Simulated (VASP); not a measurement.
Method: r2SCAN meta-GGA, VASP's PBE PAW potentials (set 64) (plane waves; VASP 6.6.1).

VASP ran on this input.

POSCAR:
```
Mg
1
    1.6404719151    -2.7586224874     0.0000000000
    1.6404719151     2.7586224874     0.0000000000
    0.0000000000     0.0000000000     5.2524431984
Mg
2
Direct
  0.3333330000   0.6666670000   0.2500000000
  0.6666670000   0.3333330000   0.7500000000
```

**INCAR**
```
SYSTEM = Mg
PREC = Accurate; ENCUT = 480; LREAL = .False.
LASPH = .True.
EDIFF = 1E-7; NELM = 100; ALGO = Normal
LMIXTAU = .True.
ISMEAR = 1; SIGMA = 0.1
METAGGA = R2SCAN
ISIF = 2
LWAVE = .False.; LCHARG = .False.
```

KPOINTS:
```
Automatic mesh
0
Gamma
12 12 8
0 0 0
```

POTCAR, in this order: Mg (PBE.64 set). Program: vasp_std.

Output of the run:

### OUTCAR
```
 ion  position               nearest neighbor table
   1  0.333  0.667  0.250-   2 3.21   2 3.21   2 3.23   2 3.23   2 3.23   2 3.23
   2  0.667  0.333  0.750-   1 3.21   1 3.21   1 3.23   1 3.23   1 3.23   1 3.23
  LATTYP: Found a base centered orthorhombic cell.
 ALAT       =     3.2809438302
 B/A-ratio  =     1.6816029961
 C/A-ratio  =     1.6008939714
 Subroutine PRICEL returns:
 Original cell was already a primitive cell.
 Subroutine GETGRP returns: Found  8 space group operations
The static configuration has the point symmetry C_2h.
 The point group associated with its full space group is D_2h.
The dynamic configuration has the point symmetry C_2h.
 Subroutine INISYM returns: Found  8 space group operations
 Subroutine IBZKPT returns following result:
 Found    215 irreducible k-points:

 Following reciprocal coordinates:
            Coordinates               Weight
  0.000000  0.000000  0.000000      1.000000
  0.083333 -0.000000  0.000000      4.000000
  0.166667 -0.000000  0.000000      4.000000
  0.250000 -0.000000  0.000000      4.000000
  0.333333 -0.000000  0.000000      4.000000
  0.416667 -0.000000  0.000000      4.000000
  0.500000 -0.000000  0.000000      2.000000
  0.083333  0.083333  0.000000      2.000000
  0.166667  0.083333  0.000000      4.000000
  0.250000  0.083333  0.000000      4.000000
  0.333333  0.083333  0.000000      4.000000
  0.416667  0.083333  0.000000      4.000000
  0.500000  0.083333  0.000000      4.000000
 -0.416667  0.083333  0.000000      4.000000
 -0.333333  0.083333  0.000000      4.000000
 -0.250000  0.083333  0.000000      4.000000
 -0.166667  0.083333  0.000000      4.000000
 -0.083333  0.083333  0.000000      2.000000
  0.166667  0.166667  0.000000      2.000000
  0.250000  0.166667  0.000000      4.000000
  0.333333  0.166667  0.000000      4.000000
...
```

**OSZICAR**
```
       N       E                     dE             d eps       ncg     rms          rms(c)
DAV:   1    -0.532440980109E+01   -0.53244E+01   -0.13037E+03  2580   0.465E+02
DAV:   2    -0.829599149153E+01   -0.29716E+01   -0.28299E+01  3354   0.289E+01
DAV:   3    -0.831796629212E+01   -0.21975E-01   -0.21962E-01  3636   0.350E+00
DAV:   4    -0.831804637298E+01   -0.80081E-04   -0.80078E-04  3546   0.174E-01
DAV:   5    -0.831804689057E+01   -0.51759E-06   -0.51765E-06  3618   0.105E-02    0.973E-01
DAV:   6    -0.824587522536E+01    0.72172E-01   -0.88332E-02  3144   0.172E+00    0.704E-01
DAV:   7    -0.827174444683E+01   -0.25869E-01   -0.63349E-02  2874   0.250E+00    0.129E-01
DAV:   8    -0.827358847019E+01   -0.18440E-02   -0.14669E-02  2772   0.106E+00    0.313E-02
DAV:   9    -0.827345039921E+01    0.13807E-03   -0.12024E-03  2976   0.337E-01    0.236E-02
DAV:  10    -0.827362324816E+01   -0.17285E-03   -0.39936E-04  2898   0.199E-01    0.826E-03
DAV:  11    -0.827367232685E+01   -0.49079E-04   -0.19550E-05  3060   0.537E-02    0.175E-03
DAV:  12    -0.827366777612E+01    0.45507E-05   -0.18864E-06  3210   0.113E-02    0.105E-03
DAV:  13    -0.827366822493E+01   -0.44881E-06   -0.14717E-06  2814   0.148E-02    0.356E-04
DAV:  14    -0.827366840068E+01   -0.17575E-06   -0.24324E-07  3024   0.349E-03    0.384E-05
DAV:  15    -0.827366838233E+01    0.18346E-07   -0.26714E-09  1512   0.489E-04
   1 F= -.82736684E+01 E0= -.82737932E+01  d E =0.374354E-03
```

OUTCAR:
```
------------------------ aborting loop because EDIFF is reached ----------------------------------------
  FORCE on cell =-STRESS in cart. coord.  units (eV):
  Direction    XX          YY          ZZ          XY          YZ          ZX
  --------------------------------------------------------------------------------------
  Total       -0.7107409     -0.3898096     -0.8136727      0.0000000      0.0000000      0.0000000
  in kB      -23.9535263    -13.1374392    -27.4225539      0.0000000      0.0000000      0.0000000
  external PRESSURE =     -21.5045065 kB  Pullay stress =       0.0000000 kB
  volume of cell :       47.54
      direct lattice vectors                 reciprocal lattice vectors
     1.640471915 -2.758622487  0.000000000     0.304790344 -0.181249882  0.000000000
     1.640471915  2.758622487  0.000000000     0.304790344  0.181249882  0.000000000
     0.000000000  0.000000000  5.252443198     0.000000000  0.000000000  0.190387590
 POSITION                                       TOTAL-FORCE (eV/Angst)
 -----------------------------------------------------------------------------------
      1.64047      0.91954      1.31311         0.000000      0.026861      0.000000
      1.64047     -0.91954      3.93933         0.000000     -0.026861      0.000000
 -----------------------------------------------------------------------------------
    total drift:                                0.000000      0.000000     -0.000000
  FREE ENERGIE OF THE ION-ELECTRON SYSTEM (eV)
  ---------------------------------------------------
  free  energy   TOTEN  =        -8.2736683823 eV

  energy  without entropy=       -8.2740427361  energy(sigma->0) =       -8.27379317
```
(Selected blocks of OUTCAR.)

The compound is Mg in the hcp structure. This cell was strained or had an atom moved on purpose.
